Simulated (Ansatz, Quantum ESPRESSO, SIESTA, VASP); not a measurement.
# InAu₃ (Pmmn, 8 atoms in the cell) computed with different codes at matched settings

Self-consistent single point.

```
InAu3
1.0
    4.83733     0.00000     0.00000
    0.00000     5.77876     0.00000
    0.00000     0.00000     5.27183
In Au
2 6
Direct
  0.50000   0.50000   0.33547
  0.00000   0.00000   0.66453
  0.00000   0.50000   0.66268
  0.50000   0.00000   0.33732
  0.00000   0.74853   0.16322
  0.00000   0.25147   0.16322
  0.50000   0.75147   0.83678
  0.50000   0.24853   0.83678
```

Shared settings, as Ansatz (a quantum-chemistry and plane-wave program) writes them: kpoints.mp_grid.grid = 3 3 3; magnetization.spin_orbit = true; scf.occupations.method = fermi_dirac; scf.occupations.width = 0.1 eV. Potentials and cutoffs stand in the table.

```
code                                                                                                                                                                         model  pressure (GPa)  largest force (eV/Å)       cutoff
----------------  ----------------------------------------------------------------------------------------------------------------------------------------------------------------  --------------  --------------------  -----------
SIESTA            GGA PBEsol with spin-orbit coupling, numerical atomic orbitals DZP, PseudoDojo PBEsol fully relativistic norm-conserving potentials (rewritten from UPF to PSML)               –                 0.200  grid 300 Ry
Quantum ESPRESSO                                                              PBEsol, spin-orbit coupling, PseudoDojo fully relativistic norm-conserving (PBESOL) pseudopotentials           -5.01                 0.049        80 Ry
VASP                                                                                                               PBEsol, spin-orbit coupling, VASP's PBE PAW potentials (set 64)           -5.75                 0.045       300 eV
Ansatz                                                                                                                    PBEsol with spin-orbit coupling, PAW files made with PBE           -5.48                 0.043      default
```

Size of the force on each atom (eV/Å): Sizes of forces hide their directions.

```tsv
code	In1	In2	Au3	Au4	Au5	Au6	Au7	Au8
SIESTA	0.026	0.026	0.200	0.200	0.156	0.156	0.156	0.156
Quantum ESPRESSO	0.010	0.010	0.023	0.023	0.049	0.049	0.049	0.049
VASP	0.014	0.014	0.016	0.016	0.045	0.045	0.045	0.045
Ansatz	0.010	0.010	0.014	0.014	0.043	0.043	0.043	0.043
```

A dash marks a value that a program does not give, or that is left out as unsure.

The spread over the programs that give each value: pressure within 0.74 GPa; largest force within 0.157 eV/Å.

SIESTA uses small atom-centred bases, whose incompleteness enters pressures, forces and empty levels differently from a plane-wave cutoff. Ansatz's pressure is given at a fixed set of plane waves, as the other plane-wave codes print theirs; with its correction for the finite basis it is -5.26 GPa (the shift of 0.22 GPa shows how far the cutoff is from converged). In the force vectors, SIESTA (by 0.183) lies more than 0.08 eV/Å from the median of the plane-wave programs.

The shared mesh is coarse (it stands for a supercell whose shortest vector is 15 Å), so the values are not converged in it.

VASP's run is marked for a possible Pulay error in its stress at this cutoff; no cutoff test was made.

The starting cell comes from a database of computed structures (which also holds hypothetical and non-ambient phases and stackings), without a prior relaxation at this level.

Left out of this page: Elk (not drawn, or without a comparable value).

Keys are those of Ansatz 0.2.
